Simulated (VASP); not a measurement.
Method: r2SCAN meta-GGA, VASP's PBE PAW potentials (set 64) (plane waves; VASP).

A VASP calculation is set up with these files.

### POSCAR
```
TiB
1
    0.0000000000     2.4789796604     2.4789796604
    2.4789796604    -0.0000000000     2.4789796604
    2.4789796604     2.4789796604     0.0000000000
Ti B
1 1
Direct
  0.2500000000   0.2500000000   0.2500000000
  1.0000000000   0.0000000000   1.0000000000
```

### INCAR
```
SYSTEM = TiB
PREC = Accurate; ENCUT = 520; LREAL = .FALSE.
LASPH = .TRUE.
EDIFF = 1E-7; NELM = 100; ALGO = Normal
LMAXMIX = 4; LMIXTAU = .TRUE.
ISMEAR = -5
METAGGA = R2SCAN
ISIF = 2
LWAVE = .FALSE.; LCHARG = .FALSE.; LORBIT = 11
NEDOS = 601
```

### KPOINTS
```
Automatic mesh
0
Gamma
14 14 14
0 0 0
```

### KPOINTS_OPT
```
k-points along high-symmetry lines
10
Line-mode
Reciprocal
  0.000000   0.000000   0.000000 ! GAMMA
 -0.500000  -0.500000   0.000000 ! X

 -0.500000  -0.500000   0.000000 ! X
 -0.375000  -0.375000   0.250000 ! U

 -0.375000   0.000000   0.375000 ! K
  0.000000   0.000000   0.000000 ! GAMMA

  0.000000   0.000000   0.000000 ! GAMMA
  0.000000   0.000000   0.500000 ! L

  0.000000   0.000000   0.500000 ! L
 -0.500000  -0.250000   0.250000 ! W

 -0.500000  -0.250000   0.250000 ! W
 -0.500000  -0.500000   0.000000 ! X
```

POTCAR, in this order: Ti_sv B (PBE.64 set). Program: vasp_std.

Problem. What will the output report for the number of irreducible k-points (NKPTS), number of bands (NBANDS), largest plane-wave count, number of space-group operations, FFT grid (NGX, NGY, NGZ)?

Solution. 
| Property | Value |
|---|---|
| number of irreducible k-points (NKPTS) | 104 |
| number of bands (NBANDS) | 11 |
| largest plane-wave count | 869 |
| number of space-group operations | 24 |
| FFT grid (NGX, NGY, NGZ) | 28 × 28 × 28 |

The structure comes from a measured TiB entry (F-43m) of the Crystallography Open Database, whose conditions weren't checked. It was relaxed first, which changed the volume by +64 %. The electron count is odd and the run is not spin-polarised, which forces a metal.
